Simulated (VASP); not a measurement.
A run of VASP 6.6.1 is set up as follows.

Contents of INCAR:

```
ALGO = Fast
EDIFF = 1E-6
EDIFFG = -0.005
ENCUT = 600
IBRION = 2
ISIF = 3
ISMEAR = 0
LASPH = T
LCHARG = F
LREAL = F
LWAVE = F
NELM = 100
NSW = 100
PREC = Accurate
SIGMA = 0.1
```

Contents of KPOINTS:

```
k-points
0
Gamma
  12 12 12
```

File POSCAR:

```
SnAs
1.0
    0.0000000000      2.8405000000      2.8405000000
    2.8405000000      0.0000000000      2.8405000000
    2.8405000000      2.8405000000      0.0000000000
Sn As
1 1
Direct
    0.0000000000      0.0000000000      0.0000000000
    0.5000000000      0.5000000000      0.5000000000
```

Potentials or basis: VASP PAW LDA potentials, release 64 (Sn_d, As).

The run is started by

```sh
$ cat potpaw_LDA.64/Sn_d/POTCAR potpaw_LDA.64/As/POTCAR > POTCAR
$ mpirun -np 1 vasp_std > vasp.out
```

Task: Predict the band gap on the k mesh.

Result: None (metal or under the smearing width).

Task: What does it give for the relaxed cell?

Result: a = 4.012 Å, b = 4.012 Å, c = 4.012 Å, α = 60.00°, β = 60.00°, γ = 60.00°.

Task: Estimate the relaxed volume.

Result: 22.83 Å³/atom.

Final structure:
```
CELL_PARAMETERS angstrom
0.00000 2.83672 2.83672
2.83672 0.00000 2.83672
2.83672 2.83672 0.00000
ATOMIC_POSITIONS crystal
Sn 0.00000 0.00000 0.00000
As 0.50000 0.50000 0.50000
```

LDA usually gives volumes a few per cent too small. Zero-point motion and thermal expansion aren't in these numbers.
